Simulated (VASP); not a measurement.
Method: AM05 GGA, VASP's PBE PAW potentials (set 64) (plane waves; VASP).

The input files of a VASP run:

### POSCAR
```
NiSb
1
    1.9134900861    -3.3142622060     0.0000000000
    1.9134900861     3.3142622060     0.0000000000
    0.0000000000     0.0000000000     4.9704361903
Ni Sb
2 2
Direct
  0.0000000000   1.0000000000   0.5000000000
  0.0000000000   1.0000000000   1.0000000000
  0.3333330000   0.6666670000   0.2500000000
  0.6666670000   0.3333330000   0.7500000000
```

### KPOINTS
```
Automatic mesh
0
Gamma
9 9 6
0 0 0
```

INCAR:
```
! general
SYSTEM =NiSb
PREC   =Accurate
ENCUT  =520
LREAL  =F
LASPH  =T

! electronic loop
EDIFF  =1E-7
NELM   =100
ALGO   =Normal
LMAXMIX=4

! smearing
ISMEAR =1
SIGMA  =0.1

! functional
GGA    =AM

! ions
IBRION =2
NSW    =30
ISIF   =4
EDIFFG =-0.01

! output
LWAVE  =F
LCHARG =F
```

POTCAR, in this order: Ni Sb (PBE.64 set). Program: vasp_std.

### Question
What will the output report for the number of irreducible k-points (NKPTS), largest plane-wave count, number of space-group operations, FFT grid (NGX, NGY, NGZ)?

### Answer

The number of irreducible k-points (NKPTS) is 48. The largest plane-wave count is 1716. The number of space-group operations comes out as 24. The FFT grid (NGX, NGY, NGZ) comes out as 28 × 28 × 40.

The compound is NiSb in the NiAs type structure. This cell is one point of a volume scan, at 0.94 of the reference volume. Symmetry was kept, so distortions that lower it aren't found. The run is not spin-polarised, so no magnetic state was tried.
